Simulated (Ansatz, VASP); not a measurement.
# NaCuH4: VASP beside Ansatz

```xyz
6
Lattice="3.1571 0.0000 0.0000 0.0000 3.1571 0.0000 0.0000 0.0000 5.0377" Properties=species:S:1:pos:R:3 pbc="T T T"
Na    0.0000    0.0000    0.0000
Cu    1.5786    1.5786    2.5189
H     1.5786    0.0000    1.6662
H     0.0000    1.5786    3.3715
H     1.5786    0.0000    3.3715
H     0.0000    1.5786    1.6662
```

Alike in both runs: functional PBE; k mesh 12 × 12 × 8; occupations gaussian, width 0.1 eV; no spin polarisation.

Ansatz relaxed the structure, and its values are those at the end. VASP's run is a single point on that final structure, the one shown.

|  | VASP | Ansatz |
| --- | --- | --- |
| version | VASP 6.6.1 | Ansatz 0.2.0 |
| potentials or method | VASP PAW PBE potentials, release 64 (Na_pv, Cu, H) | scalar-relativistic, plane waves, PAW |
| plane-wave cutoff (eV) | 520 | 420 |
| valence electrons in the cell | 22 | 32 |

Ansatz gave:

* gap on the k mesh at the Fermi level (eV): none
* pressure (GPa): 0.0

What did VASP give for the same quantities?

gap on the k mesh at the Fermi level (eV): none; pressure (GPa): 0.2.

A gap of «none» marks a metal or a gap that the smearing closes. The two sets of potentials don't hold the same shells in valence.
